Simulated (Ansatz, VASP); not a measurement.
## Two plane-wave programs on ZnSn4

```
Zn Sn
1.0
    -3.28207    3.28207    3.28207
     3.28207   -3.28207    3.28207
     3.28207    3.28207   -3.28207
Zn Sn
1 4
Direct
  0.00000 0.00000 0.00000
  0.00000 0.00000 0.50000
  0.00000 0.50000 0.00000
  0.50000 0.00000 0.00000
  0.50000 0.50000 0.50000
```

Change from the starting cell: species swapped into the MnGa4 type (Im-3m, No. 229).

Alike in both runs: functional PBE; k mesh 8 × 8 × 8; occupations gaussian, width 0.1 eV; no spin polarisation.

Ansatz relaxed the structure, and its values are those at the end. VASP's run is a single point on that final structure, the one shown.

|  | VASP | Ansatz |
| --- | --- | --- |
| version | VASP 6.6.1 | Ansatz 0.2.0 |
| potentials or method | VASP PAW PBE potentials, release 64 (Zn, Sn_d) | scalar-relativistic, plane waves, PAW |
| plane-wave cutoff (eV) | 520 | 420 |
| valence electrons in the cell | 68 | 68 |

|  | VASP | Ansatz | Ansatz less VASP |
| --- | --- | --- | --- |
| gap on the k mesh at the Fermi level (eV) | none | none | - |
| pressure (GPa) | 0.0 | 0.0 | +0.02 |

A gap of «none» marks a metal or a gap that the smearing closes.
